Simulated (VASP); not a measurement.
Data:

```
AlAs
1.0
    0.00000     2.85567     2.85567
    2.85567     0.00000     2.85567
    2.85567     2.85567     0.00000
Al As
1 1
Direct
  0.00000   0.00000   0.00000
  0.25000   0.25000   0.25000
```

The numbers are results of rev-vdW-DF2, VASP's PBE PAW potentials (set 64) (plane waves; VASP), not measurements. Settings: 520 eV cut-off, 9×9×9 Γ-centred mesh, tetrahedra with Blöchl corrections, potentials Al As.

### Question
Estimate the energy per atom (σ→0).

### Answer

| Item | Result |
|---|---|
| energy per atom (σ→0) | -3.503 eV/atom |

Only differences to runs with the same potentials and settings are physical.

The compound is AlAs in the zinc blende structure. It was relaxed first.
